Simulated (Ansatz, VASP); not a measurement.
# MnSeS (1T-MnSSe monolayer) in two plane-wave programs, part 2 of 2

Wanted: the spread between two codes on one cell, functional and k mesh. Of the first pair: The structure shown is the start of the Ansatz relaxation below; VASP solves that cell, so the two are compared at the walk's first step.

VASP 6.6.1 and Ansatz 0.2.0.

So far: Starting point; Ansatz: relaxation, PBE with D3(BJ).

**3. VASP: single point, PBE with D3(BJ), start cell, pair 1**

Level of this step: PBE with D3(BJ), spin-polarised from a ferromagnetic start; plane waves and PAW (Se, Mn_pv, S) (VASP).

The same cell, functional, mesh and smearing now go to VASP, with its own data sets.

Lines of VASP's logs that name or quote its potential files are left out, and so is its time.

Contents of INCAR:

```
SYSTEM = MnSeS
PREC = Accurate
ENCUT = 400
EDIFF = 1E-06
NELM = 200
ISMEAR = -1
SIGMA = 0.05
LREAL = .FALSE.
ALGO = Normal
GGA = PE
IVDW = 12
NBANDS = 22
ISPIN = 2
MAGMOM = -0.04 2.6 -0.02
LASPH = .TRUE.
LMAXMIX = 4
LORBIT = 11
LWAVE = .FALSE.
LCHARG = .FALSE.
ISIF = 2
LDIPOL = .TRUE.
IDIPOL = 3
DIPOL = 0.5 0.5 0.501
LVHAR = .TRUE.
GGA_COMPAT = .FALSE.
NELMDL = -8
KPAR = 2
```

Contents of POSCAR:

```
MnSeS
1.0
    3.4079260000      0.0000000000      0.0000000000
   -1.7039630000      2.9513510000      0.0000000000
    0.0000000000      0.0000000000     36.4259770000
Se Mn S
1 1 1
Direct
    0.6666667231      0.3333334463      0.4625819645
    0.0000000000      0.0000000000      0.5036194637
    0.3333332769      0.6666665537      0.5374180355
```

Contents of KPOINTS:

```
Automatic mesh
0
Gamma
12 12 1
0 0 0
```

The projector-augmented-wave data sets are Se, Mn_pv and S (PBE family, release 64).

Launch:

```sh
$ mpirun -np 2 vasp_std
```

Numbers of over 12 decimals in the logs are rounded to 6 here.

The program printed:

```text
[banner, memory and clock lines left out]
running    2 mpi-ranks, on    1 nodes
 distrk:  each k-point on    1 cores,    2 groups
 distr:  one band on    1 cores,    1 groups

 POSCAR found type information on POSCAR SeMnS
 POSCAR found :  3 types and       3 ions
 LDA part: xc-table for (Slater+PW92), standard interpolation
 POSCAR, INCAR and KPOINTS ok, starting setup
 FFT: planning ... GRIDC
 FFT: planning ... GRID_SOFT
 FFT: planning ... GRID
 WAVECAR not read
 entering main loop
       N       E                     dE             d eps       ncg     rms          rms(c)
DAV:   1     0.136274725943E+03    0.13627E+03   -0.98894E+03  2072   0.648E+02
DAV:   2    -0.594165090879E+01   -0.14222E+03   -0.13728E+03  2286   0.189E+02
DAV:   3    -0.206126421497E+02   -0.14671E+02   -0.14504E+02  2144   0.566E+01
DAV:   4    -0.209644694305E+02   -0.35183E+00   -0.35151E+00  2140   0.105E+01
DAV:   5    -0.209723663845E+02   -0.78970E-02   -0.78963E-02  2328   0.159E+00
DAV:   6    -0.209725897755E+02   -0.22339E-03   -0.22339E-03  2188   0.270E-01
DAV:   7    -0.209726004496E+02   -0.10674E-04   -0.10674E-04  2374   0.536E-02
DAV:   8    -0.209726009825E+02   -0.53286E-06   -0.53288E-06  1880   0.112E-02    0.181E+01
DAV:   9    -0.284274242564E+02   -0.74548E+01   -0.13253E+02  1978   0.698E+01    0.430E+01
DAV:  10    -0.177480194796E+02    0.10679E+02   -0.53240E+01  2038   0.561E+01    0.713E+00
DAV:  11    -0.182745335347E+02   -0.52651E+00   -0.25568E+00  2010   0.833E+00    0.486E+00
DAV:  12    -0.181368877003E+02    0.13765E+00   -0.89000E-01  1882   0.714E+00    0.182E+00
DAV:  13    -0.181304664458E+02    0.64213E-02   -0.80663E-02  1982   0.161E+00    0.114E+00
DAV:  14    -0.180437620072E+02    0.86704E-01   -0.10097E-01  1898   0.236E+00    0.569E-01
[...]
DAV:  30    -0.181818143776E+02   -0.18533E-03   -0.38671E-07  1590   0.284E-03    0.150E-03
DAV:  31    -0.181818825495E+02   -0.68172E-04   -0.34129E-07  1554   0.232E-03    0.624E-04
DAV:  32    -0.181819054038E+02   -0.22854E-04   -0.24780E-07  1558   0.128E-03    0.527E-04
DAV:  33    -0.181819136518E+02   -0.82480E-05   -0.89216E-08  1416   0.844E-04    0.292E-04
DAV:  34    -0.181819174620E+02   -0.38101E-05   -0.63955E-08  1412   0.603E-04    0.211E-04
DAV:  35    -0.181819205549E+02   -0.30930E-05   -0.24844E-08  1328   0.424E-04    0.184E-04
DAV:  36    -0.181819222292E+02   -0.16742E-05   -0.14399E-08  1334   0.348E-04    0.105E-04
DAV:  37    -0.181819225807E+02   -0.35151E-06   -0.58123E-09  1346   0.240E-04
   1 F= -.18854741E+02 E0= -.18850904E+02  d E =-.767515E-02  mag=     2.8897
```

From OUTCAR (step 3):

```text
ion  position               nearest neighbor table
   1  0.667  0.333  0.463-   2 2.47   2 2.47   2 2.47
   2  0.000  0.000  0.504-   3 2.32   3 2.32   3 2.32   1 2.47   1 2.47   1 2.47
   3  0.333  0.667  0.537-   2 2.32   2 2.32   2 2.32

  LATTYP: Found a hexagonal cell.
 ALAT       =     3.4079260000
 C/A-ratio  =    10.6886056211

 Subroutine GETGRP returns: Found  6 space group operations
 (whereof  6 operations were pure point group operations)

The static configuration has the point symmetry C_3v.

 Found     19 irreducible k-points:

   k-points           NKPTS =     19   k-points in BZ     NKDIM =     19   number of bands    NBANDS=     22

   dimension x,y,z NGX =    24 NGY =   24 NGZ =  240
   dimension x,y,z NGXF=    48 NGYF=   48 NGZF=  480

   ENCUT  =  400.0 eV  29.40 Ry    5.42 a.u.   5.56  5.56 59.40*2*pi/ulx,y,z

   NELECT =      25.0000    total number of electrons

 k-points in reciprocal lattice and weights: Automatic mesh
   0.00000000  0.00000000  0.00000000       0.007
   0.08333333  0.00000000  0.00000000       0.042
   0.16666667  0.00000000  0.00000000       0.042
   0.25000000  0.00000000  0.00000000       0.042
   0.33333333  0.00000000  0.00000000       0.042
   0.41666667  0.00000000  0.00000000       0.042
   0.50000000  0.00000000  0.00000000       0.021
   0.08333333  0.08333333  0.00000000       0.042
   0.16666667  0.08333333  0.00000000       0.083
[...]
0.33333333  0.25000000  0.00000000       0.083
   0.33333333  0.33333333  0.00000000       0.014

 dipolmoment           0.000000      0.000000      0.025280 electrons x Angstroem

 average (electrostatic) potential at core
       1 -62.1092       2 -79.2122       3 -95.3340

 E-fermi :  -3.6899

 spin component 1
 k-point     1 :       0.0000    0.0000    0.0000
  band No.  band energies     occupation
    ...
      8      -7.8984      1.00000
      9      -6.4226      1.00000
     10      -6.4226      1.00000
     11      -5.7830      1.00000
     12      -4.8976      1.00000
     13      -3.5379      0.04569
     14      -3.5379      0.04568
     15      -1.6522      0.00000
     16      -1.6522      0.00000
     17       0.8107      0.00000
    ...

 k-point     2 :       0.0833    0.0000    0.0000
  band No.  band energies     occupation
    ...
      9      -6.4988      1.00000
     10      -6.4719      1.00000
     11      -5.7831      1.00000
     12      -4.8494      1.00000
     13      -3.8384      0.95127
     14      -3.6032      0.15022
     15      -2.0989      0.00000
     16      -1.7347      0.00000
     17       0.9553      0.00000
     18       1.5024      0.00000
    ...

 k-point     3 :       0.1667    0.0000    0.0000
  band No.  band energies     occupation
    ...
     10      -6.5825      1.00000
     11      -5.9046      1.00000
     12      -4.8284      1.00000
     13      -4.2994      0.99999
     14      -3.8278      0.94036
     15      -2.8642      0.00000
     16      -1.8898      0.00000
     17       1.3256      0.00000
     18       1.8325      0.00000
     19       1.9953      0.00000
    ...

 k-point     4 :       0.2500    0.0000    0.0000
  band No.  band energies     occupation
    ...
     10      -6.6527      1.00000
     11      -6.0789      1.00000
     12      -5.0786      1.00000
     13      -4.6960      1.00000
     14      -4.2212      0.99998
     15      -3.0859      0.00001
     16      -1.9944      0.00000
     17       1.7999      0.00000
     18       2.2600      0.00000
     19       2.5839      0.00000
    ...

 k-point     5 :       0.3333    0.0000    0.0000
  band No.  band energies     occupation
    ...
     10      -6.5613      1.00000
     11      -6.1855      1.00000
     12      -5.6178      1.00000
     13      -5.0310      1.00000
     14      -4.7105      1.00000
     15      -2.7780      0.00000
     16      -2.0368      0.00000
     17       1.7466      0.00000
     18       2.6959      0.00000
     19       2.9588      0.00000
    ...

 k-point     6 :       0.4167    0.0000    0.0000
  band No.  band energies     occupation
    ...
     10      -6.3027      1.00000
     11      -6.2613      1.00000
     12      -5.9246      1.00000
     13      -5.3408      1.00000
     14      -5.1963      1.00000
     15      -2.4637      0.00000
     16      -2.0495      0.00000
     17       1.4721      0.00000
     18       2.6018      0.00000
     19       3.2116      0.00000
    ...

 Edisp (eV)   -0.67282

  Total      -0.61758    -0.61758     0.03020     0.00000     0.00000     0.00000
  in kB      -2.70073    -2.70073     0.13207     0.00000     0.00000     0.00000
  external pressure =       -1.76 kB  Pullay stress =        0.00 kB

  energy-cutoff  :      400.00
  volume of cell :      366.37
      direct lattice vectors                 reciprocal lattice vectors
     3.407926000  0.000000000  0.000000000     0.293433602  0.169413940  0.000000000
    -1.703963000  2.951351000  0.000000000     0.000000000  0.338827879  0.000000000
     0.000000000  0.000000000 36.425977000     0.000000000  0.000000000  0.027452936

 POSITION                                       TOTAL-FORCE (eV/Angst)
 -----------------------------------------------------------------------------------
      1.70396      0.98378     16.85000         0.000000      0.000000     -0.000957
      0.00000      0.00000     18.34483        -0.000000      0.000000     -0.127536
      0.00000      1.96757     19.57598        -0.000000     -0.000000      0.128493
 -----------------------------------------------------------------------------------
    total drift:                                0.000000      0.000049     -0.001768

  FREE ENERGIE OF THE ION-ELECTRON SYSTEM (eV)
  ---------------------------------------------------
  free  energy   TOTEN  =       -18.8547412900 eV

  energy  without entropy=      -18.8470661352  energy(sigma->0) =      -18.85090371

 vacuum level on the upper side and lower side of the slab         1.862         1.408

 total charge
# of ion       s       p       d       tot
------------------------------------------
    1        1.482   2.297   0.040   3.819
    2        0.313   6.337   4.981  11.631
    3        1.357   2.336   0.000   3.693
--------------------------------------------------
tot          3.152  10.970   5.021  19.144

 magnetization (x)
# of ion       s       p       d       tot
------------------------------------------
    1        0.002  -0.061   0.003  -0.056
    2        0.033   0.046   2.777   2.856
    3        0.002  -0.022   0.000  -0.021
--------------------------------------------------
tot          0.037  -0.037   2.780   2.779

[... 6 further parts left out ...]
```

The cell holds one magnetic atom, so no antiferromagnetic order fits into it.

**4. Comparison**

Known differences besides the potentials themselves: VASP starts from the moments at which Ansatz ended; Ansatz cuts the interaction across the vacuum, VASP repeats the sheet with a dipole correction; the data sets hold 37 valence electrons in Ansatz (on its default PAW (the set named soft_2) files) and 25 in VASP; the cutoff is 420 eV in Ansatz and 400 eV in VASP. Total energies have different zeros and are not compared.

Forces (eV/Å; atoms numbered as in POSCAR):

```
atom        Ansatz x, y, z          VASP x, y, z
 Se1   0.000, 0.000, 0.019  0.000, 0.000, -0.001
 Mn2  0.000, 0.000, -0.146  0.000, 0.000, -0.128
  S3   0.000, 0.000, 0.128   0.000, 0.000, 0.128
```

The forces differ by 9.0 meV/Å r.m.s., which is 15.0 % of the r.m.s. force of 0.060 eV/Å (both taken over all components). Moments aren't recorded for both runs of this pair, so they may hold unlike magnetic states. With vacuum in the cell, a pressure given here is an average over mostly empty space and none of the material.

**5. Ansatz: relaxation, PBE with D3(BJ)**

This run makes the geometry at which the two programs are then compared.

The structure compared here is the end of the Ansatz relaxation.

Contents of input.yaml:

```yaml
crystal:
  lattice:
    - [3.4079265, 0.0, 0.0]
    - [-1.70396325, 2.9513509232, 0.0]
    - [0.0, 0.0, 36.4259768943]
  atoms:
    - { symbol: Se, position: [0.6666666667, 0.3333333333, 0.4625819659] }
    - { symbol: Mn, position: [0.0, 0.0, 0.5036194676], spin: 4.0 }
    - { symbol: S, position: [0.3333333333, 0.6666666667, 0.5374180341] }
  periodic: [true, true, false]
magnetization:
  spin_polarized: true
kpoints:
  mp_grid: { grid: [12, 12, 1] }
hamiltonian:
  xc: pbe
  dispersion: d3bj
scf:
  occupations: { method: fermi_dirac, width: 0.05 }
  convergence: { dr2_threshold: 1.0e-09 }
relax:
  f_tol: 0.004
  max_steps: 90
  cell: {}
output:
  write_potential: true
  write_density: true
  volumetric_format: npy
```

Launch:

```sh
$ ansatz run input.yaml --threads 2 --pin off --max-ram 3072MiB --backend cpu --events-out ev --progress --plain --runs-dir out
```

The program printed:

```text
[...]
Crystal: 3 atoms, lattice volume = 366.372 Å³
Basis set: ecut = 420 eV, 7165 PW (Γ), exchange–correlation on 48×48×500 points (8 copies of the dense FFT grid, shifted against one another)
Bands: 25, of which v1, the nominal top of the filled ones, is band 19 counted from 1 (18 counted from 0)
[...]
--- Relaxed structure (6 steps of the walk, 6 accepted, 1 SCFs on fresh bases) ---
[...]
cell:  # Å, volume = 351.8358 Å³
    - [3.339636, 0.0, 0]
    - [-1.669818, 2.892209, 0]
    - [0, 0, 36.4259768943]
  atoms:
    - { symbol: Se, position: [0.666667, 0.333333, 0.461620] }
    - { symbol: Mn, position: [0, 0, 0.503454] }
    - { symbol: S, position: [0.333333, 0.666667, 0.538546] }
[key lines of the parts left out:]
SCF converged after 10 iterations
Magnetization: 2.7649 μB (19.8825 up, 17.1175 down)
Free energy (F): -10272.228580 eV
Fermi energy:    -5.258822 eV
P = ½ c Tr σ = 0.0000 N/m
```

**6. VASP: single point, PBE with D3(BJ), relaxed cell, pair 2**

The same cell, functional, mesh and smearing now go to VASP, with its own data sets.

INCAR is that of step 3.

Contents of POSCAR:

```
MnSeS
1.0
    3.3396355889      0.0000000000      0.0000000000
   -1.6698177944      2.8922092593      0.0000000000
    0.0000000000      0.0000000000     36.4259768943
Se Mn S
1 1 1
Direct
    0.6666666667      0.3333333333      0.4616199603
    0.0000000000      0.0000000000      0.5034537432
    0.3333333333      0.6666666667      0.5385457641
```

KPOINTS is that of step 3.

Launch:

```sh
$ mpirun -np 2 vasp_std
```

The program printed:

```text
[... set-up lines as in an earlier step ...]
 entering main loop
       N       E                     dE             d eps       ncg     rms          rms(c)
DAV:   1     0.135620322123E+03    0.13562E+03   -0.99524E+03  2072   0.651E+02
DAV:   2    -0.624905960927E+01   -0.14187E+03   -0.13699E+03  2254   0.189E+02
DAV:   3    -0.204698713474E+02   -0.14221E+02   -0.14040E+02  2152   0.561E+01
DAV:   4    -0.208275722077E+02   -0.35770E+00   -0.35734E+00  2070   0.106E+01
[...]
DAV:  35    -0.181726831285E+02   -0.36828E-05   -0.27825E-08  1360   0.431E-04    0.123E-04
DAV:  36    -0.181726848591E+02   -0.17306E-05   -0.20798E-08  1366   0.364E-04    0.724E-05
DAV:  37    -0.181726851906E+02   -0.33152E-06   -0.51221E-09  1388   0.238E-04
   1 F= -.18867896E+02 E0= -.18862340E+02  d E =-.111126E-01  mag=     2.7532
```

From OUTCAR (step 6):

```text
 Edisp (eV)   -0.69521

  Total      -0.15963    -0.15963    -0.09873    -0.00000    -0.00000     0.00000
  in kB      -0.72693    -0.72693    -0.44960    -0.00000    -0.00000     0.00000
  external pressure =       -0.63 kB  Pullay stress =        0.00 kB

 POSITION                                       TOTAL-FORCE (eV/Angst)
 -----------------------------------------------------------------------------------
      1.66982      0.96407     16.81496        -0.000000     -0.000000     -0.022370
      0.00000      0.00000     18.33879        -0.000000      0.000000      0.022730
     -0.00000      1.92814     19.61706         0.000000     -0.000000     -0.000359
 -----------------------------------------------------------------------------------
    total drift:                                0.000000      0.000000      0.000074

  FREE ENERGIE OF THE ION-ELECTRON SYSTEM (eV)
  ---------------------------------------------------
  free  energy   TOTEN  =       -18.8678961434 eV

  energy  without entropy=      -18.8567835403  energy(sigma->0) =      -18.86233984

 magnetization (x)
# of ion       s       p       d       tot
------------------------------------------
    1        0.002  -0.052   0.002  -0.049
    2        0.031   0.040   2.666   2.737
    3        0.001  -0.031   0.000  -0.031
--------------------------------------------------
tot          0.033  -0.043   2.667   2.657

[... 1 part as in an earlier step ...]

[... 2 further parts left out ...]
[key lines of the parts left out:]
E-fermi :  -3.5624
```

**7. Differences**

What differs besides the data sets and the points named for the pairs above, as far as they apply: the data sets hold 37 valence electrons in Ansatz (on its default PAW (the set named soft_2) files) and 25 in VASP; site moments are counted in spheres of each program's own size. Total energies have different zeros and are not compared.

Compared:

```
          quantity  Ansatz  VASP  difference
 total moment (μB)    2.76  2.75       +0.01
moment on Mn2 (μB)    2.60  2.74       -0.14
```

At this near-relaxed geometry the largest component of a force difference is 23 meV/Å. With vacuum in the cell, a pressure given here is an average over mostly empty space and none of the material.

**8. What came out**

| Property | Result |
| --- | --- |
| r.m.s. force difference (single point, PBE with D3(BJ), start cell, pair 1) | 9.0 meV/Å |
| difference in total moment (single point, PBE with D3(BJ), relaxed cell, pair 2) | 0.012 μB |
| r.m.s. force difference (single point, PBE with D3(BJ), relaxed cell, pair 2) | 11 meV/Å |

**Reading.** The r.m.s. force difference is 11 meV/Å (single point, PBE with D3(BJ), relaxed cell, pair 2), within the 12 meV/Å picked in this series as the mark of a large difference. The data sets hold unlike numbers of valence electrons (37 in Ansatz and 25 in VASP), so part of the differences comes from the potentials. How closely two codes agree says nothing of how well the functional describes the real material.

[Lines on the potential files, build, host, timing and source positions are cut from VASP's logs without a mark.]

[Logs are printed without paths, hosts, clocks, repeated set-up lines and the standing remarks that a program may print on its own settings, such as how far it seeks lower states.]

[Hosts, paths, dates, database ids (printed as entryN), source tags and the programs' standing remarks are cut or masked in the printed files.]
